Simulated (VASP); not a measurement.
Here is the system:

```
AlRu
1.0
    2.99150     0.00000     0.00000
    0.00000     2.99150     0.00000
    0.00000     0.00000     2.99150
Al Ru
1 1
Direct
  0.50000   0.50000   0.50000
  0.00000   0.00000   0.00000
```

All values below come from PBE GGA, VASP's PBE PAW potentials (set 64) (plane waves; VASP). Run with 300 eV cut-off, 9×9×9 Γ-centred mesh, Gaussian smearing of 0.27 eV, potentials Al Ru_pv.

At this cut-off the stress carries a Pulay error, which pulls relaxed volumes low.

Problem. Predict the energy per atom (σ→0), pressure, band gap (on the k-mesh) with the smallest direct gap where there is one.

Solution. 
```yaml
band gap (on the k-mesh): none (metal, semimetal or under 0.01 eV)
energy per atom (σ→0): -7.125 eV/atom
pressure: 2.39 GPa
```

The structure is a typed RuAl crystal. The cell was not relaxed at this level. The electron count is odd and the run is not spin-polarised, which forces a metal.
